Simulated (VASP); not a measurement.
An input for Ansatz (written as the equivalent of a VASP run, and not itself run):

Ansatz 0.2 input:
```yaml
crystal:
  lattice:
    - [0.0000000, 3.0347510, 2.9283470]
    - [3.0015010, 0.0000000, 2.9283470]
    - [3.0015010, 3.0347510, 0.0000000]
  atoms:
    - { symbol: Al, position: [0.2500000, 0.2500000, 0.2500000] }
    - { symbol: Al, position: [0.7500000, 0.7500000, 0.7500000] }
    - { symbol: Pt, position: [-0.0150700, 0.0150700, 0.0150700] }
kpoints:
  mp_grid: { grid: [8, 8, 8] }
hamiltonian:
  xc: pbe
  dispersion: d3bj
  pseudopotentials: { kind: paw }
scf:
  occupations: { method: methfessel_paxton, width: 0.1 }
  max_iter: 100
output: { forces: true, stress: true, eigenvalues: true }
```

**Question.** Translate this input to VASP (INCAR, KPOINTS, POSCAR, choice of POTCAR).

**Answer.** Several could match; the one computed here: 
File POSCAR:
```
PtAl2
6.0695020
  0.0000000000   0.5000000000   0.4824690724
  0.4945217911   0.0000000000   0.4824690724
  0.4945217911   0.5000000000   0.0000000000
Al Pt
2 1
Cartesian
  0.2472608955   0.2500000000   0.2412345362
  0.7417826866   0.7500000000   0.7237036086
  0.0149048868  -0.0000000000  -0.0000000000
```

**INCAR**
```
! general
SYSTEM =PtAl2
PREC   =Accurate
ENCUT  =400
LREAL  =F   ! projection in real space or not
LASPH  =T   ! aspherical one-centre terms

! electronic loop
EDIFF  =1E-6
NELM   =100
ALGO   =Normal   ! blocked Davidson
LMAXMIX=6   ! l cut-off of mixed one-centre charges

! smearing
ISMEAR =1
SIGMA  =0.1

! functional
GGA    =PE
IVDW   =12   ! D3, Becke-Johnson

! ions
ISIF   =2   ! forces and stress, cell fixed

! output
LWAVE  =F
LCHARG =F
```

**KPOINTS**
```
Regular mesh
0
Gamma
 8 8 8
```

POTCAR, in this order: Al Pt (PBE.64 set). Program: vasp_std.

What does not carry over: each code has its own PAW files, so the cut-off isn't converted (ENCUT is set for VASP's; basis.ecutwfc is left out, and Ansatz then takes the one that its files recommend); Ansatz stops its SCF on the density residual and VASP on the energy change (EDIFF).

The compound is PtAl2 in the fluorite structure. The cell was not relaxed at this level, atoms are displaced from their ideal sites. The run is one of a series of settings (IVDW = 12 against the base run), some of them coarse on purpose.
